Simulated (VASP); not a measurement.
Here is the system:

```xyz
1
Lattice="-1.5977 1.5977 1.5977 1.5977 -1.5977 1.5977 1.5977 1.5977 -1.5977" Properties=species:S:1:pos:R:3 pbc="T T T"
Mo     0.0000     0.0000     0.0000
```

Method: PBE GGA, VASP's PBE PAW potentials (set 64) (plane waves; VASP 6.6.1). Numerical set-up: 520 eV cut-off, 16×16×16 Γ-centred mesh, first-order Methfessel-Paxton smearing of 0.10 eV, potentials Mo_sv.

Question: Give the stress tensor in GPa (positive for a compressed cell).

Answer: 
```
-7.69   0.00   0.00
 0.00  -7.69   0.00
 0.00   0.00  -7.69
```
The pressure is its mean diagonal, -7.69 GPa.

The compound is Mo in the bcc structure. This cell is one point of a volume scan, at 1.03 of the reference volume.
